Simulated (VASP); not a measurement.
Given:

```
O2Si
1.0
    4.08960     0.00000     0.00000
    0.00000     4.08960     0.00000
    0.00000     0.00000     2.63907
Si O
2 4
Direct
  0.00000   0.00000   0.00000
  0.50000   0.50000   0.50000
  0.30394   0.30394   0.00000
  0.80394   0.19606   0.50000
  0.19606   0.80394   0.50000
  0.69606   0.69606   0.00000
```

The numbers are results of r2SCAN meta-GGA, VASP's PBE PAW potentials (set 64) (plane waves; VASP 6.6.1), not measurements. Run with 620 eV cut-off, 6×6×8 Γ-centred mesh, Gaussian smearing of 0.050 eV, potentials Si O.

Q: Predict the energy per atom (σ→0), pressure, band gap (on the k-mesh) with the smallest direct gap where there is one.

A: 
```
Quantity                                     Result
-----------------------------------  --------------
band gap (on the k-mesh)                    7.49 eV
smallest direct gap (on the k-mesh)         7.49 eV
energy per atom (σ→0)                -9.774 eV/atom
pressure                                  19.95 GPa
```

Only differences to runs with the same potentials and settings are physical.

The compound is SiO2 in the rutile structure, stishovite, a high-pressure form. It was relaxed first under an external pressure of 20 GPa.
